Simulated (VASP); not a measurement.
Given:

```xyz
2
Lattice="0.0000 3.3460 3.3460 3.3460 0.0000 3.3460 3.3460 3.3460 0.0000" Properties=species:S:1:pos:R:3 pbc="T T T"
K      0.0000     0.0000     0.0000
Br     3.3460     3.3460     3.3460
```

The numbers are results of revTPSS meta-GGA, VASP's PBE PAW potentials (set 64) (plane waves; VASP), not measurements. Run with 520 eV cut-off, 8×8×8 Γ-centred mesh, tetrahedra with Blöchl corrections, potentials K_sv Br.

Problem. Give the energies of bands 6 to 11 at the high-symmetry points, in eV from the valence-band maximum.

Solution. 
| band | Γ | X | U | L | W |
|---|---|---|---|---|---|
| 6 | 0.00 | -0.77 | -0.65 | -1.08 | -0.55 |
| 7 | 0.00 | -0.27 | -0.59 | -0.30 | -0.55 |
| 8 | 0.00 | -0.27 | -0.30 | -0.30 | -0.49 |
| 9 | 4.75 | 6.22 | 6.91 | 6.84 | 7.67 |
| 10 | 7.99 | 7.55 | 8.47 | 8.47 | 7.67 |
| 11 | 7.99 | 9.62 | 8.68 | 10.14 | 8.60 |

The gap is direct, 4.75 eV, from the valence maximum at Γ to the conduction minimum at Γ.

Measured: gap 7.40 eV (computed value off by -2.65 eV), as given by Aguado et al., (1998), arXiv:cond-mat/9809176.

The compound is KBr in the rock salt structure. It was relaxed first.
